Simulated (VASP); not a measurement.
Consider the following.

```
CdS
1.0
    0.00000     2.88351     2.88351
    2.88351     0.00000     2.88351
    2.88351     2.88351     0.00000
Cd S
1 1
Direct
  0.00000   0.00000   0.00000
  0.25000   0.25000   0.25000
```

All values below come from PBE GGA, VASP's PBE PAW potentials (set 64) (plane waves; VASP 6.6.1). Settings: 300 eV cut-off, 10×10×10 Γ-centred mesh, Gaussian smearing of 0.010 eV, potentials Cd S.

Give the energies of bands 6 to 11 at the high-symmetry points, in eV from the valence-band maximum.

| band | Γ | X | U | L | W |
|---|---|---|---|---|---|
| 6 | -7.31 | -6.84 | -6.69 | -6.90 | -6.63 |
| 7 | 0.00 | -4.11 | -4.11 | -4.62 | -4.07 |
| 8 | 0.00 | -2.01 | -2.69 | -0.81 | -2.43 |
| 9 | 0.00 | -2.01 | -1.63 | -0.81 | -2.32 |
| 10 | 1.22 | 3.49 | 4.22 | 3.06 | 5.43 |
| 11 | 6.54 | 4.39 | 5.54 | 7.01 | 5.58 |

The gap is direct, 1.21 eV, from the valence maximum at Γ to the conduction minimum at Γ.

The structure comes from a computed database's CdS entry; how it stands against other phases isn't given here. The cell was not relaxed at this level.
